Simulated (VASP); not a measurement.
VASP input:

### KPOINTS
```
Automatic mesh
0
gamma
 7 7 5
```

**INCAR**
```
SYSTEM = La2O3
PREC = Accurate
ENCUT = 620
EDIFF = 1E-6
NELM = 100
ALGO = Normal
LREAL = .FALSE.
LASPH = .TRUE.
ISMEAR = 0
SIGMA = 0.05
LMAXMIX = 6
LWAVE = .FALSE.
LCHARG = .FALSE.
IBRION = 2
ISIF = 3
NSW = 40
EDIFFG = -0.02
PSTRESS = 450
```

POSCAR:
```
La2O3
1
    1.8754086908    -3.2482969907    -0.0000000000
    1.8754086908     3.2482969907     0.0000000000
    0.0000000000    -0.0000000000     5.0708306615
La O
2 3
Direct
  0.3333330000   0.6666670000   0.2233157305
  0.6666670000   0.3333330000   0.7766842695
  0.0000000000   0.0000000000   1.0000000000
  0.3333330000   0.6666670000   0.6623548107
  0.6666670000   0.3333330000   0.3376451893
```

POTCAR, in this order: La O (LDA.64 set). Program: vasp_std.

### Question
Write an equivalent input for Ansatz.

### Answer
One equivalent input (not run):
Ansatz 0.2 input:
```yaml
crystal:
  lattice:
    - [1.8754087, -3.2482970, 0.0000000]
    - [1.8754087, 3.2482970, 0.0000000]
    - [0.0000000, 0.0000000, 5.0708307]
  atoms:
    - { symbol: La, position: [0.3333330, 0.6666670, 0.2233157] }
    - { symbol: La, position: [0.6666670, 0.3333330, 0.7766843] }
    - { symbol: O, position: [0.0000000, 0.0000000, 1.0000000] }
    - { symbol: O, position: [0.3333330, 0.6666670, 0.6623548] }
    - { symbol: O, position: [0.6666670, 0.3333330, 0.3376452] }
kpoints:
  mp_grid: { grid: [7, 7, 5] }
hamiltonian:
  xc: lda
  pseudopotentials: { kind: paw }
scf:
  occupations: { method: gaussian, width: 0.05 }
  max_iter: 100
relax:
  max_steps: 40
  f_tol: 0.02
  cell: { p_target: 45 }
output: { forces: true, stress: true, eigenvalues: true }
```
The two are equivalent in intent, not identical: each code has its own PAW files, so the cut-off isn't converted (ENCUT is set for VASP's; basis.ecutwfc is left out, and Ansatz then takes the one that its files recommend); Ansatz stops its SCF on the density residual and VASP on the energy change (EDIFF); Ansatz's lda is the Perdew-Wang form, while the LDA potentials of VASP carry Perdew-Zunger's.

The compound is La2O3 in the a-type structure. It was relaxed first under an external pressure of 45 GPa.
